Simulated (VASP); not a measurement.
Runs of VASP 6.6.1 on GaGe. The structure is cubic, space group F-43m (No. 216). Conventional cell: a = 5.796 Å, b = 5.796 Å, c = 5.796 Å, α = 90.00°, β = 90.00°, γ = 90.00°. Ge (site symmetry -43m) has 4 Ga at 2.51 Å as nearest neighbours. Ga (site symmetry -43m) has 4 Ge at 2.51 Å as nearest neighbours. The cell comes from a database or a generator and needn't be the stable form of this composition.

```csv
task,potentials or basis,k mesh,cutoff (eV),smearing,mesh quality,gap on the mesh (eV),pressure (GPa)
single point,"VASP PAW PBE potentials, release 64 (Ge_d_GW, Ga_d_GW)",5 × 5 × 5,450,gaussian 0.02 eV,coarse,none,-
single point,"VASP PAW PBE potentials, release 64 (Ge_d_GW, Ga_d_GW)",5 × 5 × 5,500,gaussian 0.02 eV,coarse,none,-0.7
single point,"VASP PAW PBE potentials, release 64 (Ge_d_GW, Ga_d_GW)",4 × 4 × 4,500,gaussian 0.02 eV,coarse,none,(a)
single point,"VASP PAW PBE potentials, release 64 (Ge_d, Ga_d)",8 × 8 × 8,520,fermi-dirac 0.05 eV,not flagged,none,0.3
```

Alike in all rows: level PBE; no spin polarisation; cell as given.

Fill in the values left out.

(a) -0.9.

Caveats: some runs use coarse meshes; the cutoff is under 1.25 times the usual one of these potentials, so pressure, stress and relaxed cells hold a basis-set (Pulay) error (some runs).

A k mesh can miss the band edges, and the runs leave out spin-orbit coupling on Ga, Ge.

A gap of «none» marks a metal or a gap under the smearing width.

Not every run made on this cell is shown here.
